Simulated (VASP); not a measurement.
Input:

```
CELL_PARAMETERS angstrom
      4.31607     0.00000     0.00000
      0.00000     4.31607     0.00000
      0.00000     0.00000     6.13606
ATOMIC_POSITIONS crystal
  Pb 0.00000 0.00000 0.00000
  Pb 0.50000 0.50000 0.50000
  Se 0.50000 0.50000 0.00000
  S  0.00000 0.00000 0.50000
```

Computed with modified Becke-Johnson potential (mBJ) with spin-orbit coupling, VASP's PBE PAW potentials (set 64) (plane waves; VASP). Numerical set-up: 400 eV cut-off, 4×4×4 Γ-centred mesh, Gaussian smearing of 0.050 eV, potentials Pb_d Se S.

mBJ is a potential without an energy functional, so only the levels count.

### Question
Predict the band gap (over mesh and band path) with the smallest direct gap where there is one.

### Answer

```
Property                                        Result
---------------------------------------------  -------
band gap (over mesh and band path)             0.49 eV
smallest direct gap (over mesh and band path)  0.49 eV
```

Only differences to runs with the same potentials and settings are physical.

The structure comes from a computed database's Pb2SeS entry (P4/mmm); how it stands against other phases isn't given here. It was relaxed first. The cell's shape comes from a PBE relaxation.
